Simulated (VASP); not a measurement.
The system is C.

```
CELL_PARAMETERS angstrom
0.00000 1.78581 1.78581
1.78581 0.00000 1.78581
1.78581 1.78581 0.00000
ATOMIC_POSITIONS crystal
C 0.00000 0.00000 0.00000
C 0.25000 0.25000 0.25000
```

This isn't the form of C at room conditions, which is graphite.

Program: VASP 6.6.1. Alike in all runs: task band structure; no spin polarisation; cell as given; k mesh 14 × 14 × 14; cutoff (eV) 520; smearing gaussian 0.03 eV.

Problem. Order these runs on this cell by their pressure, lowest first.
A. level PBE; potentials or basis VASP PAW PBE potentials, release 64 (C)
B. level r2SCAN; potentials or basis VASP PAW PBE potentials, release 64 (C)
C. level LDA; potentials or basis VASP PAW LDA potentials, release 64 (C)

Solution. C (-13.4 GPa), B (-3.1 GPa), A (0.7 GPa).

Caveats: the PAW data sets were made with another functional, which shifts forces and pressure a little (some runs).
